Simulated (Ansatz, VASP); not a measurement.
**Two plane-wave programs on CdOs**

```xyz
2
Lattice="3.2253 0.0000 0.0000 0.0000 3.2253 0.0000 0.0000 0.0000 3.2253" Properties=species:S:1:pos:R:3 pbc="T T T"
Cd    0.0000    0.0000    0.0000
Os    1.6126    1.6126    1.6126
```

Alike in both runs: task relaxation of cell and atoms; functional PBE; k mesh 18 × 18 × 18; occupations gaussian, width 0.1 eV; no spin polarisation.

```csv
,VASP,Ansatz
version,VASP 6.6.1,Ansatz 0.2.0
potentials or method,"VASP PAW PBE potentials, release 64 (Cd, Os)","scalar-relativistic, plane waves, PAW"
plane-wave cutoff (eV),600,420
valence electrons in the cell,20,36
```

|  | VASP | Ansatz | Ansatz less VASP |
| --- | --- | --- | --- |
| gap on the k mesh at the Fermi level, each at its own relaxed structure (eV) | none | none | - |
| relaxed volume (Å³/atom) | 16.92 | 16.81 | -0.111 |
| relaxed cell length with the largest relative difference (Å) | 3.235 | 3.228 | -0.0071 |

A gap of «none» marks a metal or a gap that the smearing closes. The two sets of potentials don't hold the same shells in valence.

Spin-orbit coupling is left out, which matters for the levels of Os.
